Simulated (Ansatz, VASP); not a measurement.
## B2O3 (borate glass): VASP beside Ansatz

One calculation is typed for both programs; each brings its own data sets. How far apart do they land? The structure shown is the start of the Ansatz relaxation below; VASP solves that cell, so the two are compared at the walk's first step.

Main program and level: Ansatz 0.2.0; plane waves, with VASP 6.6.1 beside it; single point at PBEsol.

**1. The starting structure**

The cell holds 45 atoms: 18 B and 27 O. Its edges and angles: a = 8.098 Å, b = 8.098 Å, c = 8.098 Å, α = 90.0°, β = 90.0°, γ = 90.0°. As first built, before any earlier steps moved the atoms (in the runner's words): kind borate glass; units_of_the_quenched_model {'B2O3': 9}; melt_K 3000; rate_K_ps 20; atoms 45.

**2. Ansatz: relaxation, PBEsol**

Ansatz runs on its PAW soft_1 files.

The two programs are compared at the cell with which this relaxation starts, whose forces are those of its first step.

input.yaml reads:

```yaml
crystal:
  lattice:
    - [8.0978, 0.0, 0.0]
    - [0.0, 8.0978, 0.0]
    - [0.0, 0.0, 8.0978]
  atoms:
    - { symbol: B, position: [0.47138, 0.433631, 0.009202] }
    - { symbol: B, position: [0.192819, 0.458342, 0.554512] }
    - { symbol: B, position: [0.975447, 0.994063, 0.499128] }
    - { symbol: B, position: [0.246344, 0.681417, 0.298273] }
    - { symbol: B, position: [0.430456, 0.791422, 0.665362] }
    - { symbol: B, position: [0.729031, 0.147646, 0.645428] }
    - { symbol: B, position: [0.45001, 0.313689, 0.69077] }
    - { symbol: B, position: [0.614513, 0.724415, 0.054557] }
    - { symbol: B, position: [0.575793, 0.187339, 0.19842] }
    - { symbol: B, position: [0.947841, 0.476083, 0.796174] }
    - { symbol: B, position: [0.100109, 0.084406, 0.208691] }
    - { symbol: B, position: [0.098309, 0.790033, 0.734309] }
    - { symbol: B, position: [0.710948, 0.025746, 0.957811] }
    - { symbol: B, position: [0.993028, 0.375512, 0.119202] }
    - { symbol: B, position: [0.442419, 0.942986, 0.394561] }
    - { symbol: B, position: [0.69013, 0.585915, 0.626076] }
    - { symbol: B, position: [0.78624, 0.574661, 0.296722] }
    - { symbol: B, position: [0.075602, 0.796336, 0.045369] }
    - { symbol: O, position: [0.722232, 0.691788, 0.186414] }
    - { symbol: O, position: [0.508657, 0.338382, 0.149034] }
    - { symbol: O, position: [0.079833, 0.964092, 0.08665] }
    - { symbol: O, position: [0.066252, 0.480729, 0.669904] }
    - { symbol: O, position: [0.78804, 0.526924, 0.754777] }
    - { symbol: O, position: [0.757923, 0.091242, 0.806507] }
    - { symbol: O, position: [0.36457, 0.80651, 0.320067] }
    - { symbol: O, position: [0.834696, 0.091032, 0.522082] }
    - { symbol: O, position: [0.010763, 0.863873, 0.606264] }
    - { symbol: O, position: [0.143855, 0.68643, 0.159069] }
    - { symbol: O, position: [0.215196, 0.568237, 0.423813] }
    - { symbol: O, position: [0.600013, 0.25971, 0.62444] }
    - { symbol: O, position: [0.31351, 0.340647, 0.589852] }
    - { symbol: O, position: [0.747425, 0.582926, 0.463724] }
    - { symbol: O, position: [0.085562, 0.031301, 0.372274] }
    - { symbol: O, position: [0.270522, 0.780555, 0.727066] }
    - { symbol: O, position: [0.704742, 0.123665, 0.100417] }
    - { symbol: O, position: [0.635886, 0.870042, 0.965425] }
    - { symbol: O, position: [0.496368, 0.604219, 0.018122] }
    - { symbol: O, position: [0.025424, 0.752616, 0.88664] }
    - { symbol: O, position: [0.493857, 0.078444, 0.303341] }
    - { symbol: O, position: [0.470279, 0.927686, 0.565079] }
    - { symbol: O, position: [0.441627, 0.35347, 0.859155] }
    - { symbol: O, position: [0.536993, 0.656674, 0.660215] }
    - { symbol: O, position: [0.884644, 0.449366, 0.231442] }
    - { symbol: O, position: [0.980795, 0.410385, 0.951086] }
    - { symbol: O, position: [0.100851, 0.251689, 0.17159] }
  symmetry: { detect: false }
kpoints:
  mp_grid: { grid: [2, 2, 2] }
scf:
  occupations: { method: fermi_dirac, width: 0.05 }
hamiltonian:
  xc: pbesol
  pseudopotentials: { kind: paw, azcp: { folder: soft_1 }, xc_functional: pbe }
output:
  forces: true
  stress: true
relax:
  f_tol: 0.04
  max_steps: 160
  escape_saddle: false
  cell: { stress_tol: 0.4, fix: [] }
```

Command:

```sh
$ ansatz run input.yaml --threads 4 --pin off --max-ram 14336MiB --backend cpu --events-out ev --progress --plain --runs-dir out
```

Numbers of over 12 decimals in the logs are rounded to 6 here.

The log of the run:

```text
Engine: ansatz 0.2.0, aarch64-unknown-linux-gnu
Pseudopotentials: kind: paw
Pseudopotential: B, paw, valence charge 3, recommended cutoff 420 eV (normal), soft_1/B.paw.azcp
Pseudopotential: O, paw, valence charge 6, recommended cutoff 420 eV (normal), soft_1/O.paw.azcp
Functional definition: PBEsol
  exchange = pbesol_x
  correlation = pbesol_c
Crystal: 45 atoms, lattice volume = 531.008 Å³
Basis set: ecut = 420 eV, 10395 PW (Γ), exchange–correlation on 120×120×120 points (8 copies of the dense FFT grid, shifted against one another)
Bands: 153, of which v1, the nominal top of the filled ones, is band 108 counted from 1 (107 counted from 0)
Symmetry: 1 space group operations
k-points: 8
Non-local potential: B, projectors of the file, l = 0: 2, l = 1: 2, l = 2: 1
Non-local potential: O, projectors of the file, l = 0: 2, l = 1: 2, l = 2: 1
PAW form: soft (Blöchl's): semilocal exchange-correlation on the pseudo side does not see the compensation charge
PAW frozen core: B, regenerated for the run's functional, and the local potential with it (the file was generated under x = pbe(κ = 0.804, μ = 0.219515), c = pbe(β = 0.066725))
PAW frozen core: O, regenerated for the run's functional, and the local potential with it (the file was generated under x = pbe(κ = 0.804, μ = 0.219515), c = pbe(β = 0.066725))
PAW one-centre angular grid: B, 110 points (default); XC on 64 Gauss nodes
PAW one-centre angular grid: O, 110 points (default); XC on 64 Gauss nodes
Initial density: superposition of atomic densities (chi_scale 0.1, normalization cell, long waves kept (reshape's long-wave potential 0.05 eV rms))
Initial wavefunctions: pseudopotential atomic-orbital guess
Functional: x = pbesol(κ = 0.804, μ = 0.123457), c = pbesol(β = 0.046)
SCF iter   1: F=—  HF=-17939.777667 eV  |F-HF|=—  |Δ(HF+E_count)|=         —  Δρ=1.10e-1  dr2=5.67e1  ethr=3.10e-3  ⟨swp⟩=6.1  Hψ=5148  notcnv=0  defer=93
preconditioner: auto → Resta (q_TF=auto, 2.348 Å⁻¹)  ε∞=2.8  [insulator: Δε(μ)=6.445 eV  Ē_g=17.698 eV  σ=0.050 eV  W_gap=1.00  n_scr=122 (ndim 8)  ℏωp=23.7 eV  f_vac=0.092  D(μ)=0.00/eV (n_scr^D=0)  ε∞_Penn≈2.8]
SCF iter   2: F=—  HF=-17924.889998 eV  |F-HF|=—  |Δ(HF+E_count)|=    1.49e1  Δρ=4.13e-2  dr2=4.80e0  ethr=3.10e-3  ⟨swp⟩=3.0  Hψ=2380  notcnv=0  defer=306
SCF iter   3: F=—  HF=-17924.034005 eV  |F-HF|=—  |Δ(HF+E_count)|=   8.56e-1  Δρ=1.89e-2  dr2=1.44e0  ethr=2.22e-3  ⟨swp⟩=2.4  Hψ=1138  notcnv=0  defer=306
SCF iter   4: F=—  HF=-17923.820665 eV  |F-HF|=—  |Δ(HF+E_count)|=   2.13e-1  Δρ=2.77e-3  dr2=3.11e-2  ethr=6.68e-4  ⟨swp⟩=3.0  Hψ=2320  notcnv=0  defer=312
SCF iter   5: F=—  HF=-17923.849886 eV  |F-HF|=—  |Δ(HF+E_count)|=   2.92e-2  Δρ=2.29e-3  dr2=2.15e-2  ethr=1.44e-5  ⟨swp⟩=2.0  Hψ=1816  notcnv=0  defer=312
SCF iter   6: F=—  HF=-17923.850107 eV  |F-HF|=—  |Δ(HF+E_count)|=   2.21e-4  Δρ=3.87e-4  dr2=7.89e-4  ethr=9.94e-6  ⟨swp⟩=2.0  Hψ=1702  notcnv=0  defer=312
SCF iter   7: F=—  HF=-17923.851230 eV  |F-HF|=—  |Δ(HF+E_count)|=   1.12e-3  Δρ=1.36e-4  dr2=9.64e-5  ethr=3.65e-7  ⟨swp⟩=2.0  Hψ=1772  notcnv=0  defer=312
SCF iter   8: F=—  HF=-17923.851068 eV  |F-HF|=—  |Δ(HF+E_count)|=   1.62e-4  Δρ=1.03e-4  dr2=4.24e-5  ethr=4.46e-8  ⟨swp⟩=2.0  Hψ=2056  notcnv=0  defer=312
SCF iter   9: F=—  HF=-17923.851069 eV  |F-HF|=—  |Δ(HF+E_count)|=   1.14e-6  Δρ=1.67e-5  dr2=1.50e-6  ethr=1.96e-8  ⟨swp⟩=2.0  Hψ=1732  notcnv=0  defer=312
SCF iter  10: F=—  HF=-17923.851073 eV  |F-HF|=—  |Δ(HF+E_count)|=   3.76e-6  Δρ=9.99e-6  dr2=4.18e-7  ethr=6.94e-10  ⟨swp⟩=2.0  Hψ=1773  notcnv=0  defer=312
SCF iter  11: F=—  HF=-17923.851073 eV  |F-HF|=—  |Δ(HF+E_count)|=   9.34e-8  Δρ=5.08e-6  dr2=1.09e-7  ethr=1.94e-10  ⟨swp⟩=2.0  Hψ=1770  notcnv=0  defer=312
SCF iter  12: F=-17923.851073 eV  HF=-17923.851073 eV  |F-HF|=1.04e-8  |Δ(HF+E_count)|=   6.06e-8  Δρ=2.11e-6  dr2=2.02e-8  ethr=4.63e-11  ⟨swp⟩=3.5  Hψ=2994  notcnv=0
SCF 1 converged in 12 iterations: F = -17923.851073 eV  dr2 = 2.02e-8
  greatest PAW one-centre occupation: 0.856 electrons in one spin orbital (limit 2), on the O atom at site 39 (counted from 0), in its partial waves of l = 0
relax step   1: F+E_penalty+E_count = -17923.85107299 eV  Δ(F+E_penalty+E_count) = +0.000e0 eV  max|allowed force component| = 1.988e0 eV/Å  Δτ_max = 0.0000 Å  P = -11.640 GPa  Ω = 531.008 Å³  (12 SCF iters, dr2 threshold 1.00e-7 eV, accepted)
Crystal: 45 atoms, lattice volume = 520.546 Å³
Basis set: ecut = 420 eV, 10161 PW (Γ), exchange–correlation on 120×120×120 points (8 copies of the dense FFT grid, shifted against one another)
Initial density: handed on by an earlier stage of this run
Initial wavefunctions: those handed on with the density
iter 1 solved again at ethr=3.74e-4 eV; its pass at ethr=3.10e-3 eV (dr2=8.08e-1 eV) is discarded
[...]
SCF iter   3: F=—  HF=-17928.219708 eV  |F-HF|=—  |Δ(HF+E_count)|=   5.59e-4  Δρ=2.20e-5  dr2=9.32e-7  ethr=3.55e-9  ⟨swp⟩=2.0  Hψ=1867  notcnv=0
SCF iter   4: F=-17928.219711 eV  HF=-17928.219711 eV  |F-HF|=2.12e-8  |Δ(HF+E_count)|=   2.83e-6  Δρ=2.25e-6  dr2=1.58e-8  ethr=1.33e-11  ⟨swp⟩=3.0  Hψ=5025  notcnv=0
SCF 17 converged in 4 iterations: F = -17928.219711 eV  dr2 = 1.58e-8
[...]
SCF converged after 4 iterations
Free energy (F): -17928.219711 eV
Harris-Foulkes:  -17928.219711 eV  (|F-HF|=2.12e-8)
Internal energy: -17928.219711 eV  (E = F + TS)
E sigma→0 (E₀):  -17928.219711 eV
Fermi energy:    3.607351 eV
--- Per-component energies (eV) ---
  E_band       = -1442.610186
  E_kinetic    = 5460.918431
  E_local      = -16002.292160  (includes V_loc(G=0)·N_el)
  E_nonlocal   = 1588.668155
  E_hartree    = 5934.385895
  E_xc         = -2465.977047
  E_vxc        = -3101.611020  (∫ρ·V_xc dr)
  E_paw        = -5620.981849  (= ΣΔE_a)
  E_vpaw       = -1257.088679  (= ΣTr[D̂ρ^β])
  E_aug_tail   = 0.021910  (compensation charges beyond the density's cutoff)
  E_ewald      = -6824.180616
  E_core_change = 1.217570  (= ΣΔE_core)
  E_smearing   = -0.000000  (= −TS)
  E_closure    = -0.000000  (closes the sum)
  Σ components = -17928.219711   (vs F -17928.219711, Δ=0.00e0)
--- Forces (eV/Å), atoms counted from 1 ---
  atom   1  B     -0.00569512     0.00907290     0.00189106
  atom   2  B     -0.00407669     0.01077413     0.00382765
  atom   3  B     -0.00601529     0.00677390     0.00081304
  atom   4  B      0.00794168    -0.01202421     0.01111755
  atom   5  B     -0.00729250    -0.01043936    -0.00273202
  atom   6  B     -0.00453335     0.00061004    -0.00115299
  atom   7  B      0.02186626    -0.00243245    -0.00042735
  atom   8  B     -0.01298970     0.01541449    -0.00324059
  atom   9  B      0.00242902     0.00482532     0.00489410
  atom  10  B      0.00972619    -0.00420382     0.00570706
  atom  11  B      0.00423089    -0.00150382     0.00346904
  atom  12  B      0.01182089    -0.00322112    -0.00750038
  atom  13  B     -0.00559141     0.00444747     0.00732359
  atom  14  B     -0.00712406    -0.00369688     0.01094852
  atom  15  B      0.00512470     0.00931861    -0.01043821
  atom  16  B     -0.00448218    -0.00195562     0.00027049
  atom  17  B      0.01134544    -0.01401774     0.00263438
  atom  18  B      0.00525591     0.00522473     0.00710206
  atom  19  O      0.00132504     0.00616455     0.00072411
  atom  20  O      0.00093891     0.01117519     0.00686930
  atom  21  O     -0.00719414     0.00430057    -0.00315839
  atom  22  O      0.00354318    -0.00193943    -0.00872985
  atom  23  O      0.00576208     0.00339769    -0.00379081
  atom  24  O      0.00541418     0.00160217    -0.00994228
[...]
atom  38  O      0.00316009    -0.01392839    -0.00844879
  atom  39  O     -0.00445968     0.00107443     0.00424585
  atom  40  O      0.00035939     0.01292298    -0.00768620
  atom  41  O     -0.00335243    -0.00288074     0.00709957
  atom  42  O     -0.01349993    -0.00506016     0.00656963
  atom  43  O      0.00277135     0.00874231    -0.00575784
  atom  44  O      0.00669118    -0.01189958     0.00182230
  atom  45  O      0.00849014    -0.00406341     0.00438760
  max |Σ_I F_I| component: 2.98e-5 eV/Å
--- Stress (GPa, compression-positive) ---
        0.170289       0.115759       0.058347
        0.115764       0.070619       0.054870
        0.058341       0.054866       0.068952
  P = ⅓ Tr σ = 0.1033 GPa (1.033 kbar)
--- Relaxed structure (15 steps of the walk, 15 accepted, 2 SCFs on fresh bases) ---
  F+E_penalty+E_count = -17928.21971086 eV   max|allowed force component| = 2.187e-2 eV/Å   (the final SCF, on the basis selected at the relaxed cell)
  cell:  # Å, volume = 521.2038 Å³
    - [8.389784, 0.465750, 0.133234]
    - [0.465750, 8.009327, 0.219327]
    - [0.133234, 0.219327, 7.789271]
  atoms:
    - { symbol: B, position: [0.499928, 0.429294, 0.021088] }
    - { symbol: B, position: [0.225958, 0.483026, 0.572122] }
    - { symbol: B, position: [1.006883, 1.031738, 0.544523] }
    - { symbol: B, position: [0.234418, 0.704005, 0.314523] }
    - { symbol: B, position: [0.452424, 0.750414, 0.615915] }
    - { symbol: B, position: [0.734241, 0.134552, 0.671165] }
    - { symbol: B, position: [0.471447, 0.315106, 0.713121] }
    - { symbol: B, position: [0.572821, 0.722665, 0.064575] }
    - { symbol: B, position: [0.535492, 0.175196, 0.193800] }
    - { symbol: B, position: [0.969311, 0.464593, 0.761350] }
    - { symbol: B, position: [0.046046, 0.094445, 0.226410] }
    - { symbol: B, position: [0.171139, 0.821734, 0.768615] }
    - { symbol: B, position: [0.659974, 0.00323018, 0.967173] }
    - { symbol: B, position: [0.957264, 0.379411, 0.077333] }
    - { symbol: B, position: [0.415329, 0.931178, 0.356179] }
    - { symbol: B, position: [0.723668, 0.551893, 0.588002] }
    - { symbol: B, position: [0.760274, 0.572341, 0.261834] }
    - { symbol: B, position: [0.087177, 0.823546, 0.080495] }
    - { symbol: O, position: [0.648816, 0.705572, 0.220289] }
    - { symbol: O, position: [0.508540, 0.348456, 0.181102] }
    - { symbol: O, position: [0.046698, 0.993020, 0.090411] }
    - { symbol: O, position: [0.072094, 0.516481, 0.633863] }
    - { symbol: O, position: [0.808126, 0.499005, 0.733923] }
    - { symbol: O, position: [0.745200, 0.040735, 0.820902] }
    - { symbol: O, position: [0.335289, 0.825227, 0.266332] }
    - { symbol: O, position: [0.859705, 0.124515, 0.553131] }
    - { symbol: O, position: [0.075233, 0.944676, 0.683581] }
    - { symbol: O, position: [0.098629, 0.709527, 0.222435] }
    - { symbol: O, position: [0.278567, 0.581733, 0.436489] }
    - { symbol: O, position: [0.599740, 0.238084, 0.622100] }
    - { symbol: O, position: [0.328141, 0.353154, 0.636064] }
    - { symbol: O, position: [0.793272, 0.525096, 0.429055] }
    - { symbol: O, position: [0.084133, 0.025080, 0.388013] }
    - { symbol: O, position: [0.317233, 0.744303, 0.717830] }
    - { symbol: O, position: [0.667349, 0.098963, 0.105983] }
    - { symbol: O, position: [0.572969, 0.868679, 0.964456] }
    - { symbol: O, position: [0.500601, 0.598565, -0.00239356] }
    - { symbol: O, position: [0.117996, 0.757330, 0.925379] }
    - { symbol: O, position: [0.430288, 0.088114, 0.284055] }
    - { symbol: O, position: [0.473089, 0.893394, 0.515840] }
    - { symbol: O, position: [0.483800, 0.333662, 0.884995] }
    - { symbol: O, position: [0.568358, 0.617513, 0.621053] }
    - { symbol: O, position: [0.838895, 0.502001, 0.121303] }
    - { symbol: O, position: [1.020714, 0.381937, 0.912255] }
    - { symbol: O, position: [0.013664, 0.263085, 0.202345] }
```

[end of part 1 of 2]

[Lines on the potential files, build, host, timing and source positions are cut from VASP's logs without a mark.]

[Logs are printed without paths, hosts, clocks, repeated set-up lines and the standing remarks that a program may print on its own settings, such as how far it seeks lower states.]

[Hosts, paths, dates, database ids (printed as entryN), source tags and the programs' standing remarks are cut or masked in the printed files.]
